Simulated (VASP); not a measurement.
Computed with PBEsol GGA, VASP's PBE PAW potentials (set 64) (plane waves; VASP 6.6.1).

The input files of a VASP run:

### KPOINTS
```
Automatic mesh
0
Gamma
8 8 5
0 0 0
```

POSCAR:
```
ZnO
1
    3.1195208319    -0.0000000000     0.0000000000
   -1.5597604160     2.7015847219    -0.0000000000
    0.0000000000     0.0000000000     5.0477932489
Zn O
2 2
Direct
  0.3333330000   0.6666670000   0.9984941507
  0.6666670000   0.3333330000   0.4984941507
  0.3333330000   0.6666670000   0.3765058493
  0.6666670000   0.3333330000   0.8765058493
```

**INCAR**
```
SIGMA  =  0.05
EDIFF  =  1E-6   # SCF stop (eV)
NSW  =  40   # most ionic steps
EDIFFG  =  -0.02   # ionic stop
ENCUT  =  620   # plane-wave cut-off (eV)
ISMEAR  =  0   # Gaussian
NELM  =  100
LCHARG  =  F
ISIF  =  3   # ions, shape and volume
GGA  =  PS   # PBEsol
PSTRESS  =  200
LASPH  =  T
LREAL  =  F
SYSTEM  =  ZnO
LWAVE  =  F
IBRION  =  2
LMAXMIX  =  4   # l cut-off of mixed one-centre charges
ALGO  =  Normal   # blocked Davidson
PREC  =  Accurate
```

POTCAR, in this order: Zn O (PBE.64 set). Program: vasp_std.

What will the output report for the number of irreducible k-points (NKPTS), largest plane-wave count, number of space-group operations, FFT grid (NGX, NGY, NGZ)?

```yaml
number of irreducible k-points (NKPTS): 30
largest_plane_wave_count: 1508
number_of_space_group_operations: 12
FFT grid (NGX, NGY, NGZ): 28 × 28 × 42
```

The structure was generated: ZnO was put into the wurtzite type (P6_3mc), which need not be its known phase. It was relaxed first under an external pressure of 20 GPa.
